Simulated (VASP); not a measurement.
Output of a VASP run:

File OSZICAR:
```
       N       E                     dE             d eps       ncg     rms          rms(c)
DAV:   1     0.847506003335E+02    0.84751E+02   -0.89952E+03   754   0.162E+03
DAV:   2    -0.200460527887E+01   -0.86755E+02   -0.83037E+02   804   0.276E+02
DAV:   3    -0.760102854327E+01   -0.55964E+01   -0.55654E+01   919   0.713E+01
DAV:   4    -0.765690029167E+01   -0.55872E-01   -0.55864E-01   819   0.750E+00
DAV:   5    -0.765721564338E+01   -0.31535E-03   -0.31535E-03   919   0.548E-01    0.618E+00
DAV:   6    -0.736646677237E+01    0.29075E+00   -0.73898E-01   964   0.328E+01    0.454E+00
DAV:   7    -0.733935571429E+01    0.27111E-01   -0.24362E-01   824   0.523E+00    0.183E+00
DAV:   8    -0.733503805427E+01    0.43177E-02   -0.35949E-03  1075   0.821E-01    0.497E-01
DAV:   9    -0.733435948511E+01    0.67857E-03   -0.10456E-03   884   0.383E-01    0.633E-02
DAV:  10    -0.733437304808E+01   -0.13563E-04   -0.13600E-04   925   0.151E-01    0.227E-02
DAV:  11    -0.733436821715E+01    0.48309E-05   -0.13559E-05  1123   0.694E-02    0.451E-03
DAV:  12    -0.733436817935E+01    0.37798E-07   -0.34656E-06   819   0.155E-02
   1 F= -.60606330E+01 E0= -.60606330E+01  d E =-.606063E+01
```

**OUTCAR**
```
------------------------ aborting loop because EDIFF is reached ----------------------------------------
  FORCE on cell =-STRESS in cart. coord.  units (eV):
  Direction    XX          YY          ZZ          XY          YZ          ZX
  --------------------------------------------------------------------------------------
  Total        1.2659860      1.2659860      1.2659860      0.0000000     -0.0000000      0.0000000
  in kB       49.6958071     49.6958071     49.6958071      0.0000000     -0.0000000      0.0000000
  external PRESSURE =      -0.3041929 kB  Pullay stress =      50.0000000 kB
  volume of cell :       40.81
      direct lattice vectors                 reciprocal lattice vectors
     0.000000000  2.732729078  2.732729078    -0.182967278  0.182967278  0.182967278
     2.732729078  0.000000000  2.732729078     0.182967278 -0.182967278  0.182967278
     2.732729078  2.732729078  0.000000000     0.182967278  0.182967278 -0.182967278
  FREE ENERGIE OF THE ION-ELECTRON SYSTEM (eV)
  ---------------------------------------------------
  free  energy   TOTEN  =        -7.3343681793 eV

  energy  without entropy=       -7.3343681793  energy(sigma->0) =       -7.33436818
  enthalpy is  TOTEN    =        -6.0606329771 eV   P V=        1.2737352022

 reached required accuracy - stopping structural energy minimisation
```
(Selected blocks of OUTCAR.)

POSCAR:
```
ZnSe
1
   -0.0000000000     2.7327290780     2.7327290780
    2.7327290780     0.0000000000     2.7327290780
    2.7327290780     2.7327290780    -0.0000000000
Zn Se
1 1
Direct
  0.0000000000   0.0000000000   0.0000000000
  0.2500000000   0.2500000000   0.2500000000
```

Task: Reconstruct the remaining input files.

Result: This is not unique; one that fits is the input of the run itself, LDA (Ceperley-Alder, Perdew-Zunger), plane waves, VASP's LDA PAW potentials (set 64).

INCAR:
```
# general
SYSTEM   =  ZnSe
PREC     =  Accurate
ENCUT    =  500   # plane-wave cut-off (eV)
LREAL    =  .FALSE.   # projection in real space or not
LASPH    =  .TRUE.

# electronic loop
EDIFF    =  1E-6   # SCF stop (eV)
NELM     =  100   # most electronic steps
ALGO     =  Normal   # blocked Davidson
LMAXMIX  =  4   # l cut-off of mixed one-centre charges

# smearing
ISMEAR   =  0   # Gaussian
SIGMA    =  0.05   # width (eV)

# ions
IBRION   =  2
NSW      =  40
ISIF     =  3
EDIFFG   =  -0.02   # ionic stop
PSTRESS  =  50

# output
LWAVE    =  .FALSE.
LCHARG   =  .FALSE.
```

**KPOINTS**
```
Regular mesh
0
gamma
  8 8 8
```

POTCAR, in this order: Zn Se (LDA.64 set). Program: vasp_std.

The compound is ZnSe in the zinc blende structure. It was relaxed first under an external pressure of 5 GPa.
